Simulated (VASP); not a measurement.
Computed with r2SCAN meta-GGA, VASP's PBE PAW potentials (set 64) (plane waves; VASP).

VASP ran on this input.

### KPOINTS
```
Automatic mesh
0
Gamma
11 11 11
0 0 0
```

POSCAR:
```
Cr
1
    2.8800000000     0.0000000000     0.0000000000
    0.0000000000     2.8800000000     0.0000000000
    0.0000000000     0.0000000000     2.8800000000
Cr
2
Direct
  0.0000000000   0.0000000000   0.0000000000
  0.5000000000   0.5000000000   0.5000000000
```

**INCAR**
```
ALGO=Normal
EDIFF=1E-6
EDIFFG=-0.01
ENCUT=520
IBRION=2
ISIF=3
ISMEAR=1
ISPIN=2
LASPH=T
LCHARG=F
LMAXMIX=4
LMIXTAU=T
LORBIT=10
LREAL=F
LWAVE=F
MAGMOM=1.5 -1.5
METAGGA=R2SCAN
NELM=100
NSW=60
PREC=Accurate
SIGMA=0.1
SYSTEM=Cr
```

POTCAR, in this order: Cr_pv (PBE.64 set). Program: vasp_std.

The resulting files:

File OSZICAR:
```
       N       E                     dE             d eps       ncg     rms          rms(c)
DAV:   1     0.223754523683E+03    0.22375E+03   -0.14613E+04  3600   0.187E+03
DAV:   2    -0.289949987619E+02   -0.25275E+03   -0.25104E+03  3752   0.517E+02
DAV:   3    -0.379744981479E+02   -0.89795E+01   -0.89030E+01  4744   0.110E+02
DAV:   4    -0.381158589435E+02   -0.14136E+00   -0.14131E+00  4760   0.135E+01
DAV:   5    -0.381182802613E+02   -0.24213E-02   -0.24213E-02  5272   0.117E+00    0.215E+01
DAV:   6    -0.298287706160E+02    0.82895E+01   -0.35698E+01  3808   0.781E+01    0.835E+00
DAV:   7    -0.298531556647E+02   -0.24385E-01   -0.20500E+00  4240   0.183E+01    0.426E+00
DAV:   8    -0.299618700428E+02   -0.10871E+00   -0.35146E-01  5864   0.345E+00    0.352E+00
DAV:   9    -0.300257631307E+02   -0.63893E-01   -0.24962E-01  4936   0.267E+00    0.292E+00
DAV:  10    -0.300661324215E+02   -0.40369E-01   -0.52519E-01  4784   0.542E+00    0.130E+00
DAV:  11    -0.300711969966E+02   -0.50646E-02   -0.34990E-02  4688   0.129E+00    0.464E-01
DAV:  12    -0.300711396023E+02    0.57394E-04   -0.44115E-03  4968   0.538E-01    0.292E-01
DAV:  13    -0.300711208412E+02    0.18761E-04   -0.44540E-04  4688   0.207E-01    0.153E-01
DAV:  14    -0.300710459669E+02    0.74874E-04   -0.33053E-04  4624   0.164E-01    0.993E-02
DAV:  15    -0.300710510970E+02   -0.51300E-05   -0.21605E-05  4176   0.447E-02    0.319E-02
DAV:  16    -0.300710636620E+02   -0.12565E-04   -0.81181E-06  5016   0.318E-02    0.120E-02
DAV:  17    -0.300710568831E+02    0.67789E-05   -0.17251E-06  2872   0.114E-02    0.366E-03
DAV:  18    -0.300710581981E+02   -0.13150E-05   -0.46801E-07  2160   0.669E-03    0.211E-03
DAV:  19    -0.300710567041E+02    0.14940E-05   -0.88004E-08  1952   0.354E-03    0.111E-03
DAV:  20    -0.300710571836E+02   -0.47950E-06   -0.58888E-08  1992   0.165E-03
   1 F= -.30071057E+02 E0= -.30071038E+02  d E =-.300711E+02  mag=    -0.0000
       N       E                     dE             d eps       ncg     rms          rms(c)
DAV:   1    -0.403056735498E+02   -0.10235E+02   -0.16775E+02  3840   0.183E+02    0.102E+03
DAV:   2    -0.245199633949E+02    0.15786E+02   -0.13041E+02  4288   0.104E+02    0.119E+03
DAV:   3    -0.299375221571E+02   -0.54176E+01   -0.10670E+01  4216   0.399E+01    0.387E+02
DAV:   4    -0.304486265420E+02   -0.51110E+00   -0.15579E+00  4864   0.139E+01    0.251E+02
DAV:   5    -0.302591133147E+02    0.18951E+00   -0.28080E-01  4112   0.600E+00    0.201E+02
DAV:   6    -0.301653603667E+02    0.93753E-01   -0.37575E-01  4336   0.670E+00    0.758E+01
DAV:   7    -0.301285328427E+02    0.36828E-01   -0.14813E-01  4592   0.387E+00    0.129E+01
DAV:   8    -0.301378662619E+02   -0.93334E-02   -0.37877E-02  5176   0.179E+00    0.908E-01
DAV:   9    -0.301393822589E+02   -0.15160E-02   -0.15038E-03  4552   0.286E-01    0.586E-01
DAV:  10    -0.301390802666E+02    0.30199E-03   -0.23043E-04  5208   0.122E-01    0.485E-01
DAV:  11    -0.301388195067E+02    0.26076E-03   -0.43297E-04  5208   0.171E-01    0.155E-01
DAV:  12    -0.301388499130E+02   -0.30406E-04   -0.18401E-05  4216   0.506E-02    0.153E-01
DAV:  13    -0.301388298919E+02    0.20021E-04   -0.21029E-06  3616   0.142E-02    0.103E-01
DAV:  14    -0.301388171270E+02    0.12765E-04   -0.48961E-07  2688   0.619E-03    0.309E-02
DAV:  15    -0.301388179087E+02   -0.78170E-06   -0.88261E-08  2280   0.318E-03
   2 F= -.30138818E+02 E0= -.30138855E+02  d E =-.677607E-01  mag=     0.0000
       N       E                     dE             d eps       ncg     rms          rms(c)
DAV:   1    -0.305568439120E+02   -0.41803E+00   -0.85384E+00  3616   0.422E+01    0.671E+00
DAV:   2    -0.301023407916E+02    0.45450E+00   -0.25343E+00  4120   0.183E+01    0.381E+00
DAV:   3    -0.301462844235E+02   -0.43944E-01   -0.14720E-01  4064   0.392E+00    0.142E+00
DAV:   4    -0.301475132310E+02   -0.12288E-02   -0.14700E-02  4384   0.122E+00    0.695E-01
DAV:   5    -0.301471379761E+02    0.37525E-03   -0.43812E-03  4232   0.666E-01    0.502E-01
DAV:   6    -0.301468939274E+02    0.24405E-03   -0.36773E-03  4424   0.570E-01    0.306E-01
DAV:   7    -0.301468864084E+02    0.75190E-05   -0.15672E-03  4256   0.390E-01    0.214E-01
DAV:   8    -0.301468630470E+02    0.23361E-04   -0.14391E-04  4112   0.133E-01    0.615E-02
DAV:   9    -0.301468212346E+02    0.41812E-04   -0.83309E-05  4376   0.873E-02    0.113E-02
DAV:  10    -0.301468264812E+02   -0.52466E-05   -0.95161E-06  5128   0.191E-02    0.973E-03
DAV:  11    -0.301468176741E+02    0.88071E-05   -0.24869E-07  1864   0.532E-03    0.253E-03
DAV:  12    -0.301468163611E+02    0.13130E-05   -0.58064E-08  1880   0.173E-03    0.138E-03
DAV:  13    -0.301468169784E+02   -0.61724E-06   -0.27010E-08  1896   0.109E-03
   3 F= -.30146817E+02 E0= -.30146743E+02  d E =-.757598E-01  mag=    -0.0000
```

OUTCAR:
```
------------------------ aborting loop because EDIFF is reached ----------------------------------------
  FORCE on cell =-STRESS in cart. coord.  units (eV):
  Direction    XX          YY          ZZ          XY          YZ          ZX
  --------------------------------------------------------------------------------------
  Total       -0.0074247     -0.0074247     -0.0074247      0.0000000      0.0000000     -0.0000000
  in kB       -0.4550084     -0.4550084     -0.4550084      0.0000000      0.0000000     -0.0000000
  external PRESSURE =      -0.4550084 kB  Pullay stress =       0.0000000 kB
  volume of cell :       26.14
      direct lattice vectors                 reciprocal lattice vectors
     2.967952828  0.000000000  0.000000000     0.336932579 -0.000000000  0.000000000
     0.000000000  2.967952828  0.000000000    -0.000000000  0.336932579 -0.000000000
    -0.000000000  0.000000000  2.967952828    -0.000000000 -0.000000000  0.336932579
 POSITION                                       TOTAL-FORCE (eV/Angst)
 -----------------------------------------------------------------------------------
      0.00000      0.00000      0.00000        -0.000000     -0.000000     -0.000000
      1.48398      1.48398      1.48398         0.000000      0.000000      0.000000
 -----------------------------------------------------------------------------------
    total drift:                                0.000000      0.000000     -0.000000
  FREE ENERGIE OF THE ION-ELECTRON SYSTEM (eV)
  ---------------------------------------------------
  free  energy   TOTEN  =       -30.1468169784 eV

  energy  without entropy=      -30.1465961241  energy(sigma->0) =      -30.14674336

 total charge

# of ion       s       p       d       tot
------------------------------------------
    1        0.654   6.350   4.064  11.069
    2        0.654   6.350   4.064  11.069
--------------------------------------------------
tot          1.309  12.700   8.128  22.137

 magnetization (x)

# of ion       s       p       d       tot
------------------------------------------
    1        0.099   0.044   2.590   2.732
    2       -0.099  -0.044  -2.590  -2.732
--------------------------------------------------
tot          0.000   0.000   0.000   0.000

 reached required accuracy - stopping structural energy minimisation
```
(Selected blocks of OUTCAR.)

CONTCAR:
```
Cr
   1.00000000000000
     2.9679528283478982    0.0000000000000000    0.0000000000000000
     0.0000000000000000    2.9679528283478982    0.0000000000000000
    -0.0000000000000000    0.0000000000000000    2.9679528283478982
  Cr
     2
Direct
     0.0000000000000000    0.0000000000000000    0.0000000000000000
     0.5000000000000000    0.5000000000000000    0.5000000000000000
```

Energy and stress use the plane-wave basis of the starting cell.

The compound is Cr in the bcc, AFM order structure. This run relaxes it. Symmetry was kept, so distortions that lower it aren't found.
